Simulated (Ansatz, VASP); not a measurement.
# Cross-check of MoWSeS3 between VASP and Ansatz, part 2 of 2

One calculation is typed for both programs; each brings its own data sets. How far apart do they land? The structure shown is the start of the Ansatz relaxation below; VASP solves that cell, so the two are compared at the walk's first step.

VASP 6.6.1 and Ansatz 0.2.0.

So far: Set-up; Ansatz: relaxation, LDA.

## (3) VASP: single point, LDA, start cell

Level of this step: LDA, no spin polarisation; plane waves and PAW (Mo_sv, S, Se, W) (VASP).

The same cell, functional (in two slightly different forms), mesh and smearing now go to VASP, with its own data sets.

Lines of VASP's logs that name or quote its potential files are left out, and so is its time.

INCAR reads:

```
SYSTEM = MoWSeS3
PREC = Accurate
ENCUT = 520
EDIFF = 1E-06
NELM = 120
ISMEAR = -1
SIGMA = 0.02
LREAL = .FALSE.
ALGO = Normal
GGA = CA
NBANDS = 28
LASPH = .TRUE.
LORBIT = 11
LWAVE = .FALSE.
LCHARG = .FALSE.
ISIF = 2
LDIPOL = .TRUE.
IDIPOL = 3
DIPOL = 0.5 0.5 0.501
LVHAR = .TRUE.
GGA_COMPAT = .FALSE.
EFERMI = MIDGAP
NELMDL = -8
KPAR = 2
```

POSCAR reads:

```
MoWSeS3
1.0
    3.2187500000      0.0000000000      0.0000000000
   -1.6093750000      2.7875190000      0.0000000000
    0.0000000000      0.0000000000     46.0000000000
Mo S Se W
1 3 1 1
Direct
    0.3333333333      0.6666666667      0.4332608696
    0.6666666667      0.3333333333      0.4684782609
    0.3333333333      0.6666666667      0.6019565217
    0.3333333333      0.6666666667      0.5336956522
    0.6666666667      0.3333333333      0.3980434783
    0.0000000000      0.0000000000      0.5678260870
```

KPOINTS reads:

```
Automatic mesh
0
Gamma
9 9 1
0 0 0
```

The projector-augmented-wave data sets are Mo_sv, S, Se and W (LDA family, release 64).

Launch:

```sh
$ mpirun -np 2 vasp_std
```

Numbers of over 12 decimals in the logs are rounded to 6 here.

The log of the run:

```text
[banner, memory and clock lines left out]
running    2 mpi-ranks, on    1 nodes
 distrk:  each k-point on    1 cores,    2 groups
 distr:  one band on    1 cores,    1 groups

 POSCAR found type information on POSCAR MoS SeW
 POSCAR found :  4 types and       6 ions
 LDA part: xc-table for (Slater(with rela. corr.)+CA(PZ))
 , standard interpolation
 POSCAR, INCAR and KPOINTS ok, starting setup
 FFT: planning ... GRIDC
 FFT: planning ... GRID_SOFT
 FFT: planning ... GRID
 WAVECAR not read
 entering main loop
       N       E                     dE             d eps       ncg     rms          rms(c)
DAV:   1     0.313923890812E+03    0.31392E+03   -0.19196E+04   864   0.119E+03
DAV:   2    -0.163267848555E+02   -0.33025E+03   -0.32360E+03   996   0.245E+02
DAV:   3    -0.512763550231E+02   -0.34950E+02   -0.34655E+02   780   0.803E+01
DAV:   4    -0.522811597691E+02   -0.10048E+01   -0.99899E+00   964   0.148E+01
DAV:   5    -0.523026228426E+02   -0.21463E-01   -0.21414E-01   960   0.211E+00
DAV:   6    -0.523034110680E+02   -0.78823E-03   -0.78784E-03   992   0.371E-01
DAV:   7    -0.523034421184E+02   -0.31050E-04   -0.31045E-04  1000   0.657E-02
DAV:   8    -0.523034429621E+02   -0.84372E-06   -0.84346E-06   872   0.100E-02    0.336E+01
DAV:   9    -0.501667258934E+02    0.21367E+01   -0.15798E+01   848   0.210E+01    0.136E+01
DAV:  11    -0.495192484352E+02    0.48123E+00   -0.20124E+00   816   0.863E+00    0.212E+00
DAV:  12    -0.495123652122E+02    0.68832E-02   -0.16752E-01   872   0.214E+00    0.725E-01
DAV:  13    -0.495094850874E+02    0.28801E-02   -0.11909E-02   904   0.635E-01    0.343E-01
DAV:  14    -0.495088929527E+02    0.59213E-03   -0.48618E-03   916   0.351E-01    0.172E-01
DAV:  15    -0.495088375102E+02    0.55443E-04   -0.48509E-04   912   0.124E-01    0.605E-02
[...]
DAV:  23    -0.495094989770E+02   -0.13908E-04   -0.22007E-07   484   0.153E-03    0.126E-03
DAV:  24    -0.495095315766E+02   -0.32600E-04   -0.10625E-06   532   0.254E-03    0.855E-04
DAV:  25    -0.495095370043E+02   -0.54277E-05   -0.13091E-07   488   0.114E-03    0.773E-04
DAV:  26    -0.495095402253E+02   -0.32210E-05   -0.31903E-08   408   0.717E-04    0.492E-04
DAV:  27    -0.495095451453E+02   -0.49200E-05   -0.14659E-07   500   0.888E-04    0.340E-04
DAV:  28    -0.495095465717E+02   -0.14264E-05   -0.14033E-08   404   0.409E-04    0.168E-04
DAV:  29    -0.495095483010E+02   -0.17292E-05   -0.29644E-08   428   0.355E-04    0.151E-04
DAV:  30    -0.495095489100E+02   -0.60906E-06   -0.12012E-08   388   0.266E-04
   1 F= -.49509549E+02 E0= -.49509549E+02  d E =-.287964E-13
```

From OUTCAR (step 3):

```text
ion  position               nearest neighbor table
   1  0.333  0.667  0.433-   2 2.47   5 2.47   2 2.47   5 2.47   2 2.47   5 2.47
   2  0.667  0.333  0.468-   1 2.47   1 2.47   1 2.47
   3  0.333  0.667  0.602-   6 2.43   6 2.43   6 2.43
   4  0.333  0.667  0.534-   6 2.43   6 2.43   6 2.43
   5  0.667  0.333  0.398-   1 2.47   1 2.47   1 2.47
   6  0.000  0.000  0.568-   3 2.43   4 2.43   3 2.43   3 2.43   4 2.43   4 2.43

  LATTYP: Found a hexagonal cell.
 ALAT       =     3.2187500000
 C/A-ratio  =    14.2912621359

 Subroutine GETGRP returns: Found  6 space group operations
 (whereof  6 operations were pure point group operations)

The static configuration has the point symmetry C_3v.

 Found     12 irreducible k-points:

   k-points           NKPTS =     12   k-points in BZ     NKDIM =     12   number of bands    NBANDS=     28

   dimension x,y,z NGX =    24 NGY =   24 NGZ =  350
   dimension x,y,z NGXF=    48 NGYF=   48 NGZF=  700

   ENCUT  =  520.0 eV  38.22 Ry    6.18 a.u.   5.98  5.98 85.53*2*pi/ulx,y,z

   NELECT =      44.0000    total number of electrons

 k-points in reciprocal lattice and weights: Automatic mesh
   0.00000000  0.00000000  0.00000000       0.012
   0.11111111  0.00000000  0.00000000       0.074
   0.22222222  0.00000000  0.00000000       0.074
   0.33333333  0.00000000  0.00000000       0.074
   0.44444444  0.00000000  0.00000000       0.074
   0.11111111  0.11111111  0.00000000       0.074
   0.22222222  0.11111111  0.00000000       0.148
   0.33333333  0.11111111  0.00000000       0.148
   0.44444444  0.11111111  0.00000000       0.074
   0.22222222  0.22222222  0.00000000       0.074
   0.33333333  0.22222222  0.00000000       0.148
   0.33333333  0.33333333  0.00000000       0.025

 dipolmoment           0.000000      0.000000      0.027159 electrons x Angstroem

 average (electrostatic) potential at core
       1 -84.2561       2 -94.3695       3 -94.3581       4 -94.3830       5 -66.8575
       6 -48.6416

 E-fermi :  -1.6355

 k-point     1 :       0.0000    0.0000    0.0000
  band No.  band energies     occupation
    ...
     18      -4.0260      2.00000
     19      -3.9863      2.00000
     20      -3.9863      2.00000
     21      -2.9828      2.00000
     22      -2.1989      2.00000
     23      -0.1290      0.00000
     24      -0.1290      0.00000
     25       0.2273      0.00000
     26       0.2273      0.00000
     27       0.3918      0.00000
    ...

 k-point     2 :       0.1111    0.0000    0.0000
  band No.  band energies     occupation
    ...
     18      -4.2637      2.00000
     19      -3.9821      2.00000
     20      -3.5776      2.00000
     21      -3.0283      2.00000
     22      -2.4645      2.00000
     23      -0.3758      0.00000
     24      -0.0963      0.00000
     25       0.0379      0.00000
     26       0.0692      0.00000
     27       0.1504      0.00000
    ...

 k-point     3 :       0.2222    0.0000    0.0000
  band No.  band energies     occupation
    ...
     18      -4.3846      2.00000
     19      -4.1842      2.00000
     20      -3.7714      2.00000
     21      -3.3972      2.00000
     22      -3.1743      2.00000
     23      -0.7921      0.00000
     24      -0.3644      0.00000
     25      -0.2373      0.00000
     26      -0.0518      0.00000
     27       0.0028      0.00000
    ...

  Total       -4.9931223     -4.9931213     -4.0948335      0.0000000     -0.0000000      0.0000000
  in kB      -19.3829496    -19.3829459    -15.8958557      0.0000000     -0.0000000      0.0000000
  external PRESSURE =     -18.2205838 kB  Pullay stress =       0.0000000 kB

  energy-cutoff  :      520.00
  volume of cell :      412.73
      direct lattice vectors                 reciprocal lattice vectors
     3.218750000  0.000000000  0.000000000     0.310679612  0.179370975  0.000000000
    -1.609375000  2.787519000  0.000000000     0.000000000  0.358741949  0.000000000
     0.000000000  0.000000000 46.000000000     0.000000000  0.000000000  0.021739130

 POSITION                                       TOTAL-FORCE (eV/Angst)
 -----------------------------------------------------------------------------------
     -0.00000      1.85835     19.93000         0.000000     -0.000000      2.423943
      1.60938      0.92917     21.55000         0.000000      0.000000     -1.521588
     -0.00000      1.85835     27.69000        -0.000000      0.000000     -0.852071
     -0.00000      1.85835     24.55000         0.000000      0.000000      0.784934
      1.60938      0.92917     18.31000        -0.000000      0.000000     -0.841078
      0.00000      0.00000     26.12000        -0.000000     -0.000000      0.005860
 -----------------------------------------------------------------------------------
    total drift:                                0.000000     -0.000002     -0.000231

  FREE ENERGIE OF THE ION-ELECTRON SYSTEM (eV)
  ---------------------------------------------------
  free  energy   TOTEN  =       -49.5095489100 eV

  energy  without entropy=      -49.5095489100  energy(sigma->0) =      -49.50954891

 vacuum level on the upper side and lower side of the slab         3.426         2.878

 total charge
# of ion       s       p       d       tot
------------------------------------------
    1        2.286   6.204   3.976  12.467
    2        1.364   2.288   0.000   3.652
    3        1.356   2.334   0.000   3.690
    4        1.358   2.329   0.000   3.687
    5        1.481   2.375   0.076   3.932
    6        0.548   0.666   4.198   5.411
--------------------------------------------------
tot          8.394  16.196   8.250  32.839

[... 3 further parts left out ...]
```

This run has no spin polarisation, so a moment on Mo and W, if there is one, isn't seen.

## (4) Comparison

Known differences besides the potentials themselves: the two LDA forms differ slightly; Ansatz cuts the interaction across the vacuum, VASP repeats the sheet with a dipole correction; the data sets hold 62 valence electrons in Ansatz (on its PAW soft_1 files) and 44 in VASP; the cutoff is 420 eV in Ansatz and 520 eV in VASP; VASP's log shows a relativistic correction to its local exchange, Ansatz's none. Total energies have different zeros and are not compared.

Forces (eV/Å; atoms numbered as in POSCAR):

```csv
atom,"Ansatz x, y, z","VASP x, y, z"
Mo1,"0.000, 0.000, 2.353","0.000, 0.000, 2.424"
S2,"0.000, 0.000, -1.540","0.000, 0.000, -1.522"
S3,"0.000, 0.000, -0.822","0.000, 0.000, -0.852"
S4,"0.000, 0.000, 0.755","0.000, 0.000, 0.785"
Se5,"0.000, 0.000, -0.751","0.000, 0.000, -0.841"
W6,"0.000, 0.000, 0.005","0.000, 0.000, 0.006"
```

The forces differ by 29 meV/Å r.m.s., which is 3.9 % of the r.m.s. force of 0.754 eV/Å (both taken over all components). With vacuum in the cell, a pressure given here is an average over mostly empty space and none of the material.

## (5) Outcome

| Property | Result |
| --- | --- |
| r.m.s. force difference (single point, LDA, start cell) | 3.9 % of the r.m.s. force |

The r.m.s. force difference is 3.9 % of the r.m.s. force (single point, LDA, start cell), beyond the 3 % picked in this series as the mark of a large difference. The data sets hold unlike numbers of valence electrons (62 in Ansatz and 44 in VASP), so part of the differences comes from the potentials. What causes the difference of the single point, LDA, start cell pair stays open here. 1 further run of this series is not shown here. How closely two codes agree says nothing of how well the functional describes the real material.

[Lines on the potential files, build, host, timing and source positions are cut from VASP's logs without a mark.]

[Logs are printed without paths, hosts, clocks, repeated set-up lines and the standing remarks that a program may print on its own settings, such as how far it seeks lower states.]

[Hosts, paths, dates, database ids (printed as entryN), source tags and the programs' standing remarks are cut or masked in the printed files.]
